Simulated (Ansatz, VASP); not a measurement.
**Two plane-wave programs on GeMo**

Contents of INCAR:

```
  PREC = Accurate
  ENCUT = 600
  EDIFF = 1E-7
  ISMEAR = 0
  SIGMA = 0.1
  LREAL = F
  LASPH = T
  NELM = 100
  ALGO = Normal
  ISIF = 3
  LWAVE = F
  LCHARG = F
  GGA = PE
  IBRION = 2
  NSW = 90
  EDIFFG = -0.04
```

Contents of KPOINTS:

```
Automatic mesh
0
Gamma
  4 4 4
```

POSCAR

```
GeMo
1.0
    0.0000000000      3.2680088327      3.2680088327
    3.2680088327      0.0000000000      3.2680088327
    3.2680088327      3.2680088327      0.0000000000
Ge Mo
2 2
Direct
    0.5000000000      0.5000000000      0.5000000000
    0.7500000000      0.7500000000      0.7500000000
    0.0000000000      0.0000000000      0.0000000000
    0.2500000000      0.2500000000      0.2500000000
```

Input for Ansatz:

```yaml
crystal:
  lattice:
    - [0.0, 3.2680088327, 3.2680088327]
    - [3.2680088327, 0.0, 3.2680088327]
    - [3.2680088327, 3.2680088327, 0.0]
  atoms:
    - { symbol: Ge, position: [0.5, 0.5, 0.5] }
    - { symbol: Ge, position: [0.75, 0.75, 0.75] }
    - { symbol: Mo, position: [0.0, 0.0, 0.0] }
    - { symbol: Mo, position: [0.25, 0.25, 0.25] }
basis:
  ecutwfc: 420
kpoints:
  mp_grid: { grid: [4, 4, 4] }
hamiltonian:
  xc: pbe
scf:
  occupations: { method: gaussian, width: 0.1 }
  lower_state_search: "off"
output:
  forces: true
  stress: true
  eigenvalues: true
relax:
  adjacent_minimum: "off"
  f_tol: 0.04
  max_steps: 70
  cell: { stress_tol: 0.4 }
```

Alike in both runs: task relaxation of cell and atoms; functional PBE; k mesh 4 × 4 × 4; occupations gaussian, width 0.1 eV; no spin polarisation.

```csv
,VASP,Ansatz
version,VASP 6.6.1,Ansatz 0.2.0
potentials or method,"VASP PAW PBE potentials, release 64 (Ge_d, Mo_sv)","scalar-relativistic, plane waves, PAW"
plane-wave cutoff (eV),600,420
valence electrons in the cell,56,56
```

Ansatz gave:

| Quantity | Value |
| --- | --- |
| gap on the k mesh at the Fermi level, each at its own relaxed structure (eV) | 0.34 |
| relaxed volume (Å³/atom) | 16.06 |
| relaxed cell length with the largest relative difference (Å) | 4.495 |
| energy change over the relaxation (meV/atom) | -56 |

Q: What did VASP give for the same quantities?

A: gap on the k mesh at the Fermi level, each at its own relaxed structure (eV): 0.34; relaxed volume (Å³/atom): 16.12; relaxed cell length with the largest relative difference (Å): 4.501; energy change over the relaxation (meV/atom): -54.
